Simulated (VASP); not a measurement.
All values below come from PBE GGA, VASP's PBE PAW potentials (set 64) (plane waves; VASP). For the first row: Numerical set-up: 520 eV cut-off, 8×8×8 Γ-centred mesh, first-order Methfessel-Paxton smearing of 0.10 eV, potentials Sc_sv Al.

```json
[
 {"system": "Al₃Sc (L1_2)", "energy (eV/atom)": "-4.8243"},
 {"system": "Sc (hcp)", "energy (eV/atom)": "-6.2484"},
 {"system": "Al (fcc)", "energy (eV/atom)": "-3.7456"}
]
```

The references are the elements' solids at the same level; no temperature or zero-point terms are added.

**Question.** What is the formation energy per atom of Al3Sc?

**Answer.** The references average (1×(-6.2484) + 3×(-3.7456))/4 = -4.3713 eV, so the formation energy is -4.8243 − (-4.3713) = -0.453 eV/atom.
